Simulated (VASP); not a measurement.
Computed with PBEsol GGA, VASP's PBE PAW potentials (set 64) (plane waves; VASP).

Input for VASP

**INCAR**
```
SYSTEM = WAl
PREC = Accurate; ENCUT = 400; LREAL = .FALSE.
LASPH = .TRUE.
EDIFF = 1E-7; NELM = 100; ALGO = Normal
LMAXMIX = 6
ISMEAR = -5
GGA = PS
ISIF = 2
LWAVE = .FALSE.; LCHARG = .TRUE.; LORBIT = 11
NEDOS = 601
LEFG = .TRUE.
```

File KPOINTS:
```
K-points
0
G
  9 9 7
0 0 0
```

POSCAR:
```
WAl
1
    4.3925972106     0.0000000000     0.0000000000
   -2.1962986053     3.8041006579     0.0000000000
    0.0000000000    -0.0000000000     4.9427468992
W Al
2 2
Direct
  0.3333330000   0.6666670000   0.9374742756
  0.6666670000   0.3333330000   0.4374742756
  0.3333330000   0.6666670000   0.4375257244
  0.6666670000   0.3333330000   0.9375257244
```

POTCAR, in this order: W_sv Al (PBE.64 set). Program: vasp_std.

Output of the run:

**OSZICAR**
```
       N       E                     dE             d eps       ncg     rms          rms(c)
DAV:   1     0.286295325068E+03    0.28630E+03   -0.17777E+04  2368   0.133E+03
DAV:   2    -0.197857362749E+02   -0.30608E+03   -0.29904E+03  2337   0.406E+02
DAV:   3    -0.315594018663E+02   -0.11774E+02   -0.11445E+02  2745   0.734E+01
DAV:   4    -0.318164372042E+02   -0.25704E+00   -0.25596E+00  2362   0.107E+01
DAV:   5    -0.318242625048E+02   -0.78253E-02   -0.78879E-02  2716   0.186E+00    0.216E+01
DAV:   6    -0.297314485549E+02    0.20928E+01   -0.89294E+00  2419   0.184E+01    0.496E+00
DAV:   7    -0.296259411236E+02    0.10551E+00   -0.27009E-01  2677   0.320E+00    0.195E+00
DAV:   8    -0.295981196386E+02    0.27821E-01   -0.45335E-02  2316   0.133E+00    0.359E-01
DAV:   9    -0.295971130560E+02    0.10066E-02   -0.24703E-03  2530   0.354E-01    0.136E-01
DAV:  10    -0.295970389571E+02    0.74099E-04   -0.19745E-04  2388   0.942E-02    0.827E-02
DAV:  11    -0.295970604787E+02   -0.21522E-04   -0.25405E-05  2408   0.366E-02    0.847E-03
DAV:  12    -0.295970544637E+02    0.60150E-05   -0.17100E-06  2413   0.105E-02    0.203E-03
DAV:  13    -0.295970538344E+02    0.62929E-06   -0.34539E-07  1912   0.358E-03    0.460E-04
DAV:  14    -0.295970540215E+02   -0.18709E-06   -0.14907E-08  1293   0.116E-03    0.312E-04
DAV:  15    -0.295970541083E+02   -0.86735E-07   -0.49156E-09  1233   0.588E-04
   1 F= -.29597054E+02 E0= -.29597054E+02  d E =0.000000E+00
```

### OUTCAR
```
------------------------ aborting loop because EDIFF is reached ----------------------------------------
  FORCE on cell =-STRESS in cart. coord.  units (eV):
  Direction    XX          YY          ZZ          XY          YZ          ZX
  --------------------------------------------------------------------------------------
  Total       -0.1322742     -0.1322742      0.0806756      0.0000000      0.0000000      0.0000000
  in kB       -2.5659248     -2.5659246      1.5649884      0.0000000      0.0000000      0.0000000
  external PRESSURE =      -1.1889537 kB  Pullay stress =       0.0000000 kB
  volume of cell :       82.59
      direct lattice vectors                 reciprocal lattice vectors
     4.392597211  0.000000000  0.000000000     0.227655747  0.131437111  0.000000000
    -2.196298605  3.804100658  0.000000000     0.000000000  0.262874222  0.000000000
     0.000000000  0.000000000  4.942746899     0.000000000  0.000000000  0.202316651
 POSITION                                       TOTAL-FORCE (eV/Angst)
 -----------------------------------------------------------------------------------
     -0.00000      2.53607      4.63370        -0.000000      0.000000      0.004693
      2.19630      1.26803      2.16232         0.000000      0.000000      0.004693
     -0.00000      2.53607      2.16258         0.000000     -0.000000     -0.004693
      2.19630      1.26803      4.63395        -0.000000      0.000000     -0.004693
 -----------------------------------------------------------------------------------
    total drift:                               -0.002292      0.001323      0.000005
  FREE ENERGIE OF THE ION-ELECTRON SYSTEM (eV)
  ---------------------------------------------------
  free  energy   TOTEN  =       -29.5970541083 eV

  energy  without entropy=      -29.5970541083  energy(sigma->0) =      -29.59705411

 total charge

# of ion       s       p       d       tot
------------------------------------------
    1        2.357   6.163   3.447  11.968
    2        2.357   6.163   3.447  11.968
    3        0.469   0.477   0.000   0.946
    4        0.469   0.477   0.000   0.946
--------------------------------------------------
tot          5.653  13.281   6.895  25.829

 Electric field gradients after diagonalization (V/A^2)
 (convention: |V_zz| > |V_xx| > |V_yy|)
----------------------------------------------------------------------
 ion       V_xx      V_yy      V_zz     asymmetry (V_yy - V_xx)/ V_zz
----------------------------------------------------------------------
   1     136.861   136.860  -273.721       0.000
   2     136.861   136.860  -273.721       0.000
   3       7.347     7.347   -14.694       0.000
   4       7.347     7.347   -14.694       0.000
```
(Selected blocks of OUTCAR.)

For a metal the tetrahedron method with Blöchl corrections gives inexact stress and forces.

The structure was generated: WAl was put into the wurtzite type (P6_3mc), which need not be its known phase. It was relaxed first, which changed the volume by -41 %. The relaxed cell has space group P6_3/mmc.
